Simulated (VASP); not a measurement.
Cd2CuO3:

```
Cd Cu O
1.0
     4.21328    0.00000    0.00000
     0.00000    4.21328    0.00000
     0.00000    0.00000    5.81145
Cd Cu O
2 1 3
Cartesian
  0.0000 2.1066 0.0000
  2.1066 0.0000 0.0000
  0.0000 0.0000 0.0000
  0.0000 0.0000 2.1051
  0.0000 0.0000 3.7064
  2.1066 2.1066 0.0000
```

The cell was built by a generator and needn't be a form met in nature.

- Program: VASP 6.6.1
- Task: relaxation of cell and atoms
- Functional: PBE
- Potentials or basis: VASP PAW PBE potentials, release 64 (Cd, Cu, O)
- Cutoff: 520 eV
- k mesh: 3 × 3 × 3
- Occupations: gaussian, width 0.15 eV
- Spin: no spin polarisation

At the start: pressure 30.7 GPa; volume 17.19 Å³/atom.

Task: How do energy, volume and symmetry change on relaxing?

Result: Over 20 steps the energy falls by 813.5 meV/atom and the volume is 20.77 Å³/atom (+20.8 %); space group P4/mmm (No. 123, to 0.05 Å).

The path:
```csv
step,energy change (eV),largest force (eV/Å),pressure (GPa),volume (Å³)
1,0.0000,0.6179,30.67,103.16
2,-3.0944,0.2734,-11.57,155.19
3,-3.8088,0.2228,-3.08,131.75
4,-4.5014,0.2336,-3.96,132.34
5,-4.6623,0.9578,0.04,124.96
6,-4.6651,0.7766,-0.68,125.84
7,-4.7127,0.5928,-0.07,123.62
8,-4.7359,0.4603,2.66,119.03
9,-4.7682,0.4659,2.30,119.40
10,-4.8002,0.1646,3.01,119.86
11,-4.7702,1.2661,3.07,120.77
12,-4.8076,0.1587,2.78,120.11
13,-4.8643,0.1036,1.01,122.72
14,-4.8774,0.0167,-0.85,126.09
15,-4.8796,0.0147,-0.76,125.20
16,-4.8772,0.0553,-0.28,124.15
17,-4.8789,0.0369,-0.04,124.60
18,-4.8796,0.0397,0.08,124.94
19,-4.8796,0.0246,-0.52,125.09
20,-4.8812,0.0270,-0.13,124.64
```

Final structure:
```
CELL_PARAMETERS angstrom
4.82112 0.00000 0.00000
0.00000 4.82112 0.00000
0.00000 0.00000 5.36256
ATOMIC_POSITIONS crystal
Cd 0.00000 0.50000 0.00000
Cd 0.50000 0.00000 0.00000
Cu 0.00000 0.00000 0.00000
O 0.00000 0.00000 0.32816
O 0.00000 0.00000 0.67184
O 0.50000 0.50000 0.00000
```

Caveat: the k mesh is coarse (spacing up to 0.50 Å⁻¹), so the values aren't converged; the volume moved by over 15 % at a fixed basis, so the end points are rough; an odd number of electrons without spin polarisation forces a metal; a magnetic or distorted state may lie lower; the run has no spin polarisation, though such a crystal can be magnetic; the relaxation stopped at a loose force limit of 0.08 eV/Å, so its end isn't a converged minimum.
